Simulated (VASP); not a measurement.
Input:

```
CSi
1.0
    0.00000     2.18000     2.18000
    2.18000     0.00000     2.18000
    2.18000     2.18000     0.00000
Si C
1 1
Direct
  0.00000   0.00000   0.00000
  0.25000   0.25000   0.25000
```

The numbers are results of G0W0 on PBE orbitals, VASP's PBE PAW potentials (set 64) (plane waves; VASP), not measurements. Run with PREC = Normal, 500 eV cut-off, 4×4×4 Γ-centred mesh, Gaussian smearing of 0.010 eV, potentials Si_GW C_GW_new.

The mesh is coarse and the basis finite, so the quasiparticle values are not converged.

NBANDS = 160, ENCUTGW = 200 eV, NOMEGA = 64. The PBE levels (eV) that the step starts from are:

```csv
state,KS energy,filling
"k1 (0.00, 0.00, 0.00), band 1",-6.81,2
"k1 (0.00, 0.00, 0.00), band 2",8.61,2
"k1 (0.00, 0.00, 0.00), band 3",8.61,2
"k1 (0.00, 0.00, 0.00), band 4",8.61,2
"k1 (0.00, 0.00, 0.00), band 5",14.82,0
"k1 (0.00, 0.00, 0.00), band 6",15.85,0
"k1 (0.00, 0.00, 0.00), band 7",15.85,0
"k1 (0.00, 0.00, 0.00), band 8",15.85,0
"k3 (0.50, 0.00, 0.00), band 1",-3.24,2
"k3 (0.50, 0.00, 0.00), band 2",0.05,2
"k3 (0.50, 0.00, 0.00), band 3",7.56,2
"k3 (0.50, 0.00, 0.00), band 4",7.56,2
"k3 (0.50, 0.00, 0.00), band 5",14.00,0
"k3 (0.50, 0.00, 0.00), band 6",15.78,0
"k3 (0.50, 0.00, 0.00), band 7",15.78,0
"k3 (0.50, 0.00, 0.00), band 8",18.64,0
"k7 (0.50, 0.50, 0.00), band 1",-1.78,2
"k7 (0.50, 0.50, 0.00), band 2",0.79,2
"k7 (0.50, 0.50, 0.00), band 3",5.41,2
"k7 (0.50, 0.50, 0.00), band 4",5.41,2
"k7 (0.50, 0.50, 0.00), band 5",9.92,0
"k7 (0.50, 0.50, 0.00), band 6",12.88,0
"k7 (0.50, 0.50, 0.00), band 7",22.60,0
"k7 (0.50, 0.50, 0.00), band 8",22.60,0
```

### Question
Give the quasiparticle energies and renormalisation factors Z.

### Answer

| state | QP energy (eV) | Z |
|---|---|---|
| k1 (0.00, 0.00, 0.00), band 1 | -7.95 | 0.72 |
| k1 (0.00, 0.00, 0.00), band 2 | 7.86 | 0.79 |
| k1 (0.00, 0.00, 0.00), band 3 | 7.86 | 0.79 |
| k1 (0.00, 0.00, 0.00), band 4 | 7.86 | 0.79 |
| k1 (0.00, 0.00, 0.00), band 5 | 15.17 | 0.78 |
| k1 (0.00, 0.00, 0.00), band 6 | 16.30 | 0.79 |
| k1 (0.00, 0.00, 0.00), band 7 | 16.30 | 0.79 |
| k1 (0.00, 0.00, 0.00), band 8 | 16.30 | 0.79 |
| k3 (0.50, 0.00, 0.00), band 1 | -4.28 | 0.73 |
| k3 (0.50, 0.00, 0.00), band 2 | -0.98 | 0.74 |
| k3 (0.50, 0.00, 0.00), band 3 | 6.73 | 0.78 |
| k3 (0.50, 0.00, 0.00), band 4 | 6.73 | 0.78 |
| k3 (0.50, 0.00, 0.00), band 5 | 14.35 | 0.79 |
| k3 (0.50, 0.00, 0.00), band 6 | 16.18 | 0.80 |
| k3 (0.50, 0.00, 0.00), band 7 | 16.18 | 0.80 |
| k3 (0.50, 0.00, 0.00), band 8 | 18.96 | 0.75 |
| k7 (0.50, 0.50, 0.00), band 1 | -2.81 | 0.73 |
| k7 (0.50, 0.50, 0.00), band 2 | -0.23 | 0.74 |
| k7 (0.50, 0.50, 0.00), band 3 | 4.47 | 0.77 |
| k7 (0.50, 0.50, 0.00), band 4 | 4.47 | 0.77 |
| k7 (0.50, 0.50, 0.00), band 5 | 10.04 | 0.81 |
| k7 (0.50, 0.50, 0.00), band 6 | 13.15 | 0.81 |
| k7 (0.50, 0.50, 0.00), band 7 | 23.09 | 0.74 |
| k7 (0.50, 0.50, 0.00), band 8 | 23.09 | 0.74 |
On the mesh the gap opens from 1.31 to 2.18 eV.

The compound is SiC in the zinc blende structure. The cell was not relaxed at this level. The k-mesh is coarse (spacing up to 0.62 per Å, 2π included), so the numbers may not be converged in it.
